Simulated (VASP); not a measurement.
An input for Ansatz (written as the equivalent of a VASP run, and not itself run):

Ansatz 0.2 input:
```yaml
crystal:
  lattice:
    - [1.3535241, -2.3443727, 0.0000000]
    - [1.3535241, 2.3443727, 0.0000000]
    - [0.0000000, 0.0000000, 4.2630161]
  atoms:
    - { symbol: Ru, position: [0.3333330, 0.6666670, 0.2500000] }
    - { symbol: Ru, position: [0.6666670, 0.3333330, 0.7500000] }
kpoints:
  mp_grid: { grid: [14, 14, 8] }
hamiltonian:
  xc: r2scan
  pseudopotentials: { kind: paw }
scf:
  occupations: { method: methfessel_paxton, width: 0.1 }
  max_iter: 100
output: { forces: true, stress: true, eigenvalues: true }
```

Problem. Write the VASP files for the same calculation (r2SCAN).

Solution. One answer among several that fit: 
**INCAR**
```
# general
SYSTEM   =  Ru
PREC     =  Accurate
ENCUT    =  480
LREAL    =  .FALSE.   # projection in real space or not
LASPH    =  .TRUE.   # aspherical one-centre terms

# electronic loop
EDIFF    =  1E-7   # SCF stop (eV)
NELM     =  100
ALGO     =  Normal   # blocked Davidson
LMAXMIX  =  4   # l cut-off of mixed one-centre charges
LMIXTAU  =  .TRUE.

# smearing
ISMEAR   =  1
SIGMA    =  0.1

# functional
METAGGA  =  R2SCAN

# ions
ISIF     =  2

# output
LWAVE    =  .FALSE.
LCHARG   =  .FALSE.
```

### KPOINTS
```
Regular mesh
0
gamma
 14 14 8
```

POSCAR:
```
Ru
1
    1.3535241152    -2.3443726921     0.0000000000
    1.3535241152     2.3443726921    -0.0000000000
    0.0000000000     0.0000000000     4.2630160580
Ru
2
Direct
  0.3333330000   0.6666670000   0.2500000000
  0.6666670000   0.3333330000   0.7500000000
```

POTCAR, in this order: Ru_pv (PBE.64 set). Program: vasp_std.

What does not carry over: each code has its own PAW files, so the cut-off isn't converted (ENCUT is set for VASP's; basis.ecutwfc is left out, and Ansatz then takes the one that its files recommend); Ansatz stops its SCF on the density residual and VASP on the energy change (EDIFF).

The compound is Ru in the hcp structure. It was relaxed first.
